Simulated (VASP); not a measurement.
# Li9Os2O12 (a cell with a defect) in VASP: a series of runs, part 3 of 3

VASP 6.6.1. Earlier steps stand in the parts before.

## (5) Molecular dynamics, PBEsol

Input file INCAR:

```
SYSTEM = Li9Os2O12
ALGO = Normal ; ANDERSEN_PROB = 0.0
EDIFF = 1E-5 ; ENCUT = 520
GGA = PS ; IBRION = 0
ISIF = 2 ; ISMEAR = -1
ISYM = 0 ; LASPH = .True.
LCHARG = .False. ; LREAL = Auto
LWAVE = .False. ; MDALGO = 1
NELECT = 116.0 ; NELM = 80
NELMIN = 4 ; NSW = 40
POTIM = 1.0 ; PREC = Accurate
RANDOM_SEED = 990491 0 0 ; SIGMA = 0.05
TEBEG = 1800.0 ; TEEND = 1800.0
```

Input file KPOINTS:

```
k-points
0
Gamma
  2 2 2
  0 0 0
```

Input file POSCAR:

```
Li9Os2O12
1.0
    0.8639670000      4.4317680000      4.7791600000
    0.8639670000     -4.4317680000      4.7791600000
    5.1029490000      0.0000000000      0.0000000000
Li Os O
9 2 12
Direct
    0.3300253000      0.6699748000      0.5000000000
    0.6699748000      0.3300253000      0.5000000000
    0.4322138000      0.0677862000      0.2500000000
    0.0677862000      0.4322138000      0.2500000000
    0.2500000000      0.2500000000      0.7500000000
    0.8300253000      0.1699747000      0.0000000000
    0.1699747000      0.8300253000      0.0000000000
    0.9322138000      0.5677862000      0.7500000000
    0.5677862000      0.9322138000      0.7500000000
    0.0000000000      0.0000000000      0.5000000000
    0.5000000000      0.5000000000      0.0000000000
    0.5368518000      0.2253567000      0.8845041000
    0.9631482000      0.2746433000      0.6154959000
    0.2746433000      0.9631482000      0.6154959000
    0.2253567000      0.5368518000      0.8845041000
    0.3858336000      0.3858336000      0.3432864000
    0.1141664000      0.1141664000      0.1567136000
    0.0368518000      0.7253567000      0.3845041000
    0.4631482000      0.7746433000      0.1154959000
    0.7746433000      0.4631482000      0.1154959000
    0.7253567000      0.0368518000      0.3845041000
    0.8858336000      0.8858336000      0.8432865000
    0.6141664000      0.6141664000      0.6567136000
```

Potentials or basis: VASP PAW PBE potentials, release 64 (Li_sv, Os, O).

Run with:

```bash
$ cat potpaw_PBE.64/Li_sv/POTCAR potpaw_PBE.64/Os/POTCAR potpaw_PBE.64/O/POTCAR > POTCAR
$ mpirun -np 1 vasp_std > vasp.out
```

OUTCAR:

```text
SYSTEM = Li9Os2O12
   EDIFF = 1E-5
   ENCUT = 520
   GGA = PS
   IBRION = 0
   ISIF = 2
   ISMEAR = -1
   ISYM = 0
   LASPH = .True.
   LREAL = Auto
   NELECT = 116.0
   NELM = 80
   NELMIN = 4
   NSW = 40
   POTIM = 1.0
   PREC = Accurate
   TEBEG = 1800.0

 ion  position               nearest neighbor table
   1  0.330  0.670  0.500-  14 2.08  18 2.08  19 2.10  15 2.10  23 2.11  16 2.11  10 2.93  11 2.96
                            11 2.96
   2  0.670  0.330  0.500-  13 2.08  21 2.08  20 2.10  12 2.10  23 2.11  16 2.11  10 2.93  11 2.96
                            11 2.96
   3  0.432  0.068  0.250-  12 2.08  14 2.08  19 2.11  21 2.11  16 2.19  17 2.19
   4  0.068  0.432  0.250-  13 2.08  15 2.08  18 2.11  20 2.11  16 2.19  17 2.19
   5  0.250  0.250  0.750-  12 2.08  13 2.08  14 2.08  15 2.08  16 2.25  17 2.25  10 2.94  11 2.94

   6  0.830  0.170  0.000-  12 2.08  20 2.08  13 2.10  21 2.10  22 2.11  17 2.11  11 2.93  10 2.96
                            10 2.96
   7  0.170  0.830  0.000-  15 2.08  19 2.08  18 2.10  14 2.10  22 2.11  17 2.11  11 2.93  10 2.96
                            10 2.96
   8  0.932  0.568  0.750-  18 2.08  20 2.08  13 2.11  15 2.11  23 2.19  22 2.19
   9  0.568  0.932  0.750-  19 2.08  21 2.08  12 2.11  14 2.11  23 2.19  22 2.19
  10  0.000  0.000  0.500-  17 1.90  22 1.90  13 1.96  18 1.96  21 1.96  14 1.96   1 2.93   2 2.93
                             5 2.94   6 2.96   7 2.96   6 2.96   7 2.96
  11  0.500  0.500  0.000-  16 1.90  23 1.90  12 1.96  19 1.96  20 1.96  15 1.96   6 2.93   7 2.93
                             5 2.94   1 2.96   2 2.96   2 2.96   1 2.96
  12  0.537  0.225  0.885-  11 1.96   6 2.08   5 2.08   3 2.08   2 2.10   9 2.11
  13  0.963  0.275  0.615-  10 1.96   2 2.08   5 2.08   4 2.08   6 2.10   8 2.11
  14  0.275  0.963  0.615-  10 1.96   1 2.08   5 2.08   3 2.08   7 2.10   9 2.11
  15  0.225  0.537  0.885-  11 1.96   7 2.08   5 2.08   4 2.08   1 2.10   8 2.11
  16  0.386  0.386  0.343-  11 1.90   2 2.11   1 2.11   4 2.19   3 2.19   5 2.25
  17  0.114  0.114  0.157-  10 1.90   7 2.11   6 2.11   4 2.19   3 2.19   5 2.25
  18  0.037  0.725  0.385-  10 1.96   1 2.08   8 2.08   7 2.10   4 2.11
  19  0.463  0.775  0.115-  11 1.96   7 2.08   9 2.08   1 2.10   3 2.11
  20  0.775  0.463  0.115-  11 1.96   6 2.08   8 2.08   2 2.10   4 2.11
  21  0.725  0.037  0.385-  10 1.96   2 2.08   9 2.08   6 2.10   3 2.11
  22  0.886  0.886  0.843-  10 1.90   7 2.11   6 2.11   9 2.19   8 2.19
  23  0.614  0.614  0.657-  11 1.90   2 2.11   1 2.11   9 2.19   8 2.19

IMPORTANT INFORMATION: All symmetrisations will be switched off!
[... 163 lines left out ...]

 Free energy of the ion-electron system (eV)
  ---------------------------------------------------
  ext. energy  EPLUGINS =         0.00000000
  ---------------------------------------------------
  free energy    TOTEN  =      -139.19829145 eV

  energy without entropy =     -139.09834882  energy(sigma->0) =     -139.14832014

------------------------ aborting loop because EDIFF is reached ----------------------------------------

  FORCE on cell =-STRESS in cart. coord.  units (eV):
  Direction    XX          YY          ZZ          XY          YZ          ZX
  --------------------------------------------------------------------------------------
  -------------------------------------------------------------------------------------
  Total       -2.1764964     -6.9709562     -5.1025939      0.0001030      0.0001240     -2.8944860
  in kB      -16.1320190    -51.6681751    -37.8200216      0.0007631      0.0009194    -21.4537013
  external PRESSURE =     -35.2067386 kB  Pullay stress =       0.0000000 kB
[... 178 lines left out ...]
  ENERGY OF THE ELECTRON-ION-THERMOSTAT SYSTEM (eV)
  ---------------------------------------------------
% ion-electron   TOTEN  =      -139.151869  see above
  kinetic energy EKIN   =         5.077712
  kin. lattice  EKIN_LAT=         0.000000  (temperature 1785.58 K)
  nose potential ES     =         0.000000
  nose kinetic   EPS    =         0.000000
  ---------------------------------------------------
  total energy   ETOTAL =      -134.074157 eV

[... ionic steps 4 to 37 ...]

--------------------------------------- Ionic step       38  -------------------------------------------

 number of electron     116.0000006 magnetization

------------------------ aborting loop because EDIFF is reached ----------------------------------------
[... 129 lines left out ...]
--------------------------------------- Ionic step       40  -------------------------------------------

 number of electron     116.0000003 magnetization

 Free energy of the ion-electron system (eV)
  ---------------------------------------------------
  ext. energy  EPLUGINS =         0.00000000
  ---------------------------------------------------
  free energy    TOTEN  =      -136.98463257 eV

  energy without entropy =     -136.88951243  energy(sigma->0) =     -136.93707250

 E-fermi :   3.1191     XC(G=0): -10.5730

 val. band max:        3.1022287439   @ k =   0.0000   0.0000   0.0000
 cond. band min:       3.1209781522   @ k =   0.5000   0.0000   0.0000
 fundamental gap:      0.0187494083
 Fermi energy:         3.1190616023

 k-point     1 :       0.0000    0.0000    0.0000
  band No.  band energies     occupation
      1     -41.1628      2.00000
      2     -40.7950      2.00000
      3     -40.7677      2.00000
      4     -40.6201      2.00000
      5     -40.5229      2.00000
      6     -40.3980      2.00000
[... 629 lines left out ...]
  ENERGY OF THE ELECTRON-ION-THERMOSTAT SYSTEM (eV)
  ---------------------------------------------------
% ion-electron   TOTEN  =      -136.984633  see above
  kinetic energy EKIN   =         2.912504
  kin. lattice  EKIN_LAT=         0.000000  (temperature 1024.18 K)
  nose potential ES     =         0.000000
  nose kinetic   EPS    =         0.000000
  ---------------------------------------------------
  total energy   ETOTAL =      -134.072128 eV
```

It took 56 min on 1 thread of Intel Xeon Platinum 8259CL at 2.50GHz (Skylake/Cascade Lake), shared host; peak memory 0.47 GiB.

Step by step:
```csv
step,potential energy change (eV),largest force (eV/Å),pressure (GPa),volume (Å³),temperature (K)
1,0.0000,2.3371,-3.52,216.16,1802
2,0.0042,2.4671,-3.07,216.16,1800
3,0.0464,2.5759,-2.50,216.16,1786
4,0.1281,2.6437,-1.71,216.16,1757
5,0.2494,2.6849,-0.83,216.16,1714
6,0.4105,2.7076,0.20,216.16,1658
7,0.6093,2.7019,1.33,216.16,1588
8,0.8433,2.6819,2.54,216.16,1506
9,1.1079,2.8205,3.82,216.16,1413
10,1.3965,3.0889,5.11,216.16,1312
11,1.7008,3.2955,6.40,216.16,1205
12,2.0116,3.4359,7.65,216.16,1096
13,2.3182,3.4986,8.82,216.16,988
14,2.6103,3.4820,9.90,216.16,886
15,2.8767,3.3879,10.84,216.16,792
16,3.1088,3.2249,11.62,216.16,711
17,3.2990,3.0214,12.24,216.16,644
18,3.4419,3.0480,12.68,216.16,594
19,3.5352,3.0853,12.96,216.16,561
20,3.5794,3.0543,13.07,216.16,545
21,3.5776,2.9544,13.02,216.16,546
22,3.5358,2.7799,12.83,216.16,560
23,3.4622,2.7008,12.55,216.16,586
24,3.3660,2.8414,12.16,216.16,620
25,3.2563,2.9453,11.72,216.16,658
26,3.1415,3.0124,11.23,216.16,698
27,3.0279,3.0462,10.74,216.16,738
28,2.9197,3.0520,10.23,216.16,776
29,2.8189,3.0406,9.73,216.16,812
30,2.7255,3.1957,9.24,216.16,844
31,2.6390,3.3452,8.78,216.16,875
32,2.5589,3.3873,8.33,216.16,903
33,2.4854,3.3306,7.91,216.16,929
34,2.4189,3.1776,7.52,216.16,952
35,2.3607,3.2468,7.16,216.16,973
36,2.3118,3.5401,6.83,216.16,990
37,2.2731,3.7829,6.52,216.16,1003
38,2.2447,3.9624,6.26,216.16,1013
39,2.2255,4.0663,6.01,216.16,1020
40,2.2137,4.0910,5.80,216.16,1024
```

Caveat: the k mesh is coarse (spacing up to 0.63 Å⁻¹), so the values aren't converged; the cell carries a net charge on a neutralising background, which shifts energy and pressure; the cell is charged against a uniform background, so pressure and absolute levels hang on convention; the cutoff is under 1.25 times the usual one of these potentials, so pressure, stress and relaxed cells hold a basis-set (Pulay) error; the PAW data sets were made with another functional, which shifts forces and pressure a little.

## (6) Single point, PBEsol

Input file INCAR:

```
SYSTEM = Li9Os2O12
PREC     = Accurate       ! precision mode
ENCUT    = 520            ! plane-wave cutoff, eV
EDIFF    = 1E-6           ! SCF threshold, eV
ISMEAR   = -1             ! smearing method
SIGMA    = 0.05           ! smearing width, eV
LREAL    = Auto         
LASPH    = .TRUE.         ! aspherical terms in the spheres
NELM     = 60             ! most SCF steps
ALGO     = Fast           ! electronic algorithm
ISIF     = 2              ! what is computed and relaxed
LWAVE    = .FALSE.        ! write WAVECAR
LCHARG   = .FALSE.        ! write CHGCAR
GGA      = PS             ! functional
NBANDS   = 74             ! bands
NELECT   = 116.0
```

Input file KPOINTS:

```
regular mesh
0
G
  2 2 2
  0 0 0
```

Input file POSCAR:

```
Li9Os2O12
1.0
    0.8639670000      4.4317680000      4.7791600000
    0.8639670000     -4.4317680000      4.7791600000
    5.1029490000      0.0000000000      0.0000000000
Li Os O
9 2 12
Direct
    0.3595332682      0.6507488734      0.4741277189
    0.6803547047      0.3278768674      0.4837832385
    0.4590936624      0.0792226944      0.2026695607
    0.0665206080      0.3828052150      0.2302584871
    0.2410186932      0.2334370689      0.7343961068
    0.8686122340      0.1303290026      0.0058883082
    0.2188851212      0.8513866420     -0.0216893182
    0.9548018838      0.5975629669      0.7592880111
    0.6169009898      0.9135771696      0.8132194494
   -0.0044757360     -0.0051075380      0.5166776373
    0.4969632351      0.5083808003     -0.0175945459
    0.5580824397      0.2165934448      0.8616989118
    0.9338609453      0.2621651346      0.6307084268
    0.2850387871      0.9883021348      0.5993936964
    0.2410356968      0.5795687608      0.8264093622
    0.3567939721      0.3963718562      0.3281415469
    0.1032209815      0.1109379920      0.1586482079
    0.0365296057      0.7254871504      0.4415373678
    0.4511172663      0.7866943994      0.1106167372
    0.7569581048      0.4531290235      0.1010640424
    0.7192117620      0.0014169677      0.4160928432
    0.9207874889      0.8667232870      0.8663911157
    0.6331050718      0.6097283968      0.6997586879
```

Potentials or basis: VASP PAW PBE potentials, release 64 (Li_sv, Os, O).

Run with:

```bash
$ cat potpaw_PBE.64/Li_sv/POTCAR potpaw_PBE.64/Os/POTCAR potpaw_PBE.64/O/POTCAR > POTCAR
$ mpirun -np 1 vasp_std > vasp.out
```

Wall time 8.1 min (1 thread of Intel Xeon Platinum 8259CL at 2.50GHz (Skylake/Cascade Lake), shared host); peak memory 0.36 GiB.

The run converged. Its results:

| Property | Result |
| --- | --- |
| Free energy | -136.4888 eV |
| Largest force | 6.254 eV/Å |
| Band gap on the k mesh | none (metal or under the smearing width) |

Forces on the atoms (eV/Å):
```
Li  -0.180 -0.665  0.400
Li   0.074 -0.151 -0.441
Li   0.853 -0.021 -0.521
Li   0.379 -0.497  0.514
Li   0.060 -0.082  0.789
Li  -0.132 -0.873 -0.583
Li  -0.480 -0.974 -0.811
Li   0.590  0.079 -0.733
Li  -0.545 -0.199  0.195
Os  -1.001  1.703 -1.127
Os   4.432  0.237 -3.503
O    0.717 -2.038 -0.014
O   -0.266  0.815  0.833
O   -0.495 -1.003 -1.477
O    1.284  1.505 -1.043
O   -1.073  0.570  0.651
O    0.283  0.268  0.186
O   -1.618 -0.049  1.265
O    0.058  1.514 -0.449
O    1.616  0.874 -0.010
O    0.461  0.220  2.047
O    0.137 -1.193  0.291
O   -5.154 -0.039  3.542
```

Levels at points of the mesh, in eV from the Fermi level:
| k point | band 53 | band 54 | band 55 | band 56 | band 57 | band 58 | band 59 | band 60 | band 61 | band 62 |
| --- | --- | --- | --- | --- | --- | --- | --- | --- | --- | --- |
| (0.00, 0.00, 0.00) | -1.72 | -1.71 | -1.58 | -1.47 | -1.42 | -0.15 | 0.01 | 0.13 | 0.21 | 0.32 |
| (0.50, 0.00, 0.00) | -1.87 | -1.82 | -1.68 | -1.57 | -1.32 | 0.01 | 0.07 | 0.25 | 0.28 | 0.31 |
| (0.00, 0.50, 0.00) | -1.99 | -1.74 | -1.63 | -1.54 | -1.45 | 0.00 | 0.07 | 0.21 | 0.33 | 0.36 |
| (0.50, 0.50, 0.00) | -1.85 | -1.75 | -1.72 | -1.53 | -1.25 | -0.23 | 0.12 | 0.16 | 0.19 | 0.39 |
| (0.00, 0.00, 0.50) | -1.93 | -1.86 | -1.74 | -1.61 | -1.43 | 0.04 | 0.07 | 0.22 | 0.27 | 0.35 |
| (0.50, 0.00, 0.50) | -1.91 | -1.84 | -1.74 | -1.63 | -1.37 | -0.23 | -0.04 | 0.10 | 0.26 | 0.52 |
| (0.00, 0.50, 0.50) | -1.85 | -1.78 | -1.62 | -1.58 | -1.51 | -0.28 | 0.05 | 0.14 | 0.22 | 0.50 |
| (0.50, 0.50, 0.50) | -1.88 | -1.81 | -1.66 | -1.51 | -1.38 | 0.04 | 0.12 | 0.26 | 0.31 | 0.41 |

Caveat: the k mesh is coarse (spacing up to 0.63 Å⁻¹), so the values aren't converged; the cell carries a net charge on a neutralising background, which shifts energy and pressure; the cell is charged against a uniform background, so pressure and absolute levels hang on convention; the cutoff is under 1.25 times the usual one of these potentials, so pressure, stress and relaxed cells hold a basis-set (Pulay) error; the PAW data sets were made with another functional, which shifts forces and pressure a little. Spin-orbit coupling is left out, which matters for the levels of Os.
